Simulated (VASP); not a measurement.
The system is B2Pd3.

```
B Pd
1.0
     3.94365    0.00000    0.00000
     0.00000    3.94365    0.00000
     0.00000    0.00000    3.94365
B Pd
2 3
Direct
  0.00000 0.00000 0.00000
  0.50000 0.50000 0.50000
  0.00000 0.50000 0.50000
  0.50000 0.00000 0.50000
  0.50000 0.50000 0.00000
```

The cell was built by a generator and needn't be a form met in nature.

The cell isn't the ideal one: random cell by space group and Wyckoff sites (Pm-3m, No. 221).

| Quantity | Value |
| --- | --- |
| Program | VASP 6.6.1 |
| Task | relaxation of cell and atoms |
| Functional | PBE |
| Potentials or basis | VASP PAW PBE potentials, release 64 (B, Pd) |
| Cutoff | 600 eV |
| k mesh | 4 × 4 × 4 |
| Occupations | gaussian, width 0.1 eV |
| Spin | no spin polarisation |

At the start: pressure 20.8 GPa; volume 12.27 Å³/atom.

How do energy, volume and symmetry change on relaxing?

Over 3 steps the energy falls by 80.1 meV/atom and the volume is 13.67 Å³/atom (+11.4 %); space group Pm-3m (No. 221, to 0.05 Å).

Step by step:
| step | energy change (eV) | largest force (eV/Å) | pressure (GPa) | volume (Å³) |
| --- | --- | --- | --- | --- |
| 1 | 0.0000 | 0.0000 | 20.81 | 61.33 |
| 2 | -0.0228 | 0.0000 | -12.83 | 76.59 |
| 3 | -0.4004 | 0.0000 | -0.30 | 68.35 |

Final structure:
```yaml
crystal:
  lattice:
    - [4.08860, 0.00000, 0.00000]
    - [0.00000, 4.08860, 0.00000]
    - [0.00000, 0.00000, 4.08860]
  atoms:
    - { symbol: B, position: [0.00000, 0.00000, 0.00000] }
    - { symbol: B, position: [0.50000, 0.50000, 0.50000] }
    - { symbol: Pd, position: [0.00000, 0.50000, 0.50000] }
    - { symbol: Pd, position: [0.50000, 0.00000, 0.50000] }
    - { symbol: Pd, position: [0.50000, 0.50000, 0.00000] }
```

Caveat: the k mesh is coarse (spacing up to 0.40 Å⁻¹), so the values aren't converged.
